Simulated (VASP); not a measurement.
A run of VASP 6.6.1 is set up as follows.

File POSCAR:

```
H29C8Cl3
1.0
    9.1589060000      0.0000000000      0.0000000000
    0.0000000000      9.1589060000      0.0000000000
    0.0000000000      0.0000000000      9.1589060000
C Cl H
8 3 29
Direct
    0.9211581000      0.9416293000      0.9154217000
    0.4514332000      0.5261393000      0.0928573000
    0.5069771000      0.9284101000      0.3461327000
    0.7738615000      0.5458326000      0.3821126000
    0.5067851000      0.8541256000      0.8946978000
    0.9182534000      0.1001873000      0.3896726000
    0.4484266000      0.2136793000      0.5873518000
    0.1332017000      0.5504288000      0.5353702000
    0.9714381000      1.0845452000      1.0366844000
    0.4299548000      0.3339423000      0.1088780000
    0.5540136000      0.8569292000      0.5203043000
    0.8083874000      0.9576474000      0.8816432000
    0.9927812000      0.9445044000      0.8206765000
    0.9323563000      0.8376080000      0.9717153000
    0.5366911000      0.5617398000      0.1675467000
    0.4818096000      0.5523254000     -0.0189744000
    0.3485926000      0.5788350000      0.1204571000
    0.3899500000      0.9486681000      0.3431223000
    0.5662680000      1.0299015000      0.3288447000
    0.5366961000      0.8492383000      0.2626857000
    0.7858283000      0.6000252000      0.4873484000
    0.7857819000      0.4283275000      0.3964334000
    0.8575793000      0.5853727000      0.3073963000
    0.6662564000      0.5696048000      0.3372724000
    0.5898840000      0.8991967000      0.9669320000
    0.4254071000      0.7960780000      0.9592169000
    0.5576137000      0.7787979000      0.8179072000
    0.4542355000      0.9424298000      0.8347351000
    0.9219509000      0.1573766000      0.2854117000
    0.9722422000      0.1658875000      0.4728791000
    0.9739103000     -0.0044708000      0.3794930000
    0.8049102000      0.0819558000      0.4209064000
    0.3861541000      0.2424200000      0.4901369000
    0.5618655000      0.2465153000      0.5729282000
    0.4430620000      0.0960787000      0.6045543000
    0.4026247000      0.2697033000      0.6817876000
    0.1884830000      0.5347011000      0.6395395000
    0.1383961000      0.6652517000      0.5046562000
    0.0194140000      0.5171793000      0.5454422000
    0.1865138000      0.4845832000      0.4518430000
```

Contents of INCAR.step1:

```
ALGO = Normal
EDIFF = 1E-4
ENCUT = 520
GGA = PE
ISMEAR = -1
LASPH = T
LCHARG = F
LREAL = Auto
LWAVE = T
NBANDS = 67
NELM = 100
PREC = Accurate
SIGMA = 0.02
```

File INCAR.step2:

```
ALGO = Normal
EDIFF = 1E-7
ENCUT = 520
ISIF = 2
ISMEAR = -1
ISTART = 1
IVDW = 12
LASPH = T
LCHARG = F
LMIXTAU = T
LREAL = Auto
LWAVE = F
METAGGA = R2SCAN
NBANDS = 67
NELM = 100
PREC = Accurate
SIGMA = 0.02
VDW_A1 = 0.49484001
VDW_A2 = 5.73083694
VDW_S6 = 1.0
VDW_S8 = 0.78981345
```

File KPOINTS:

```
k-points
0
Gamma
  1 1 1
```

Potentials or basis: VASP PAW PBE potentials, release 64 (C, Cl, H).

The run is started by

```console
$ cat potpaw_PBE.64/C/POTCAR potpaw_PBE.64/Cl/POTCAR potpaw_PBE.64/H/POTCAR > POTCAR
$ cp INCAR.step1 INCAR
$ mpirun -np 1 vasp_gam > vasp.out
$ cp INCAR.step2 INCAR
$ mpirun -np 1 vasp_gam > vasp.out
```

Question: Predict the dispersion energy per atom.

Answer: -0.012 eV.

Question: What does it give for the largest force?

Answer: 0.365 eV/Å.

Stress tensor (GPa, compression positive):
```
-0.12 -0.08 -0.03
-0.08 -0.10  0.10
-0.03  0.10  0.05
```

Caveat: the PAW data sets were made with another functional, which shifts forces and pressure a little.
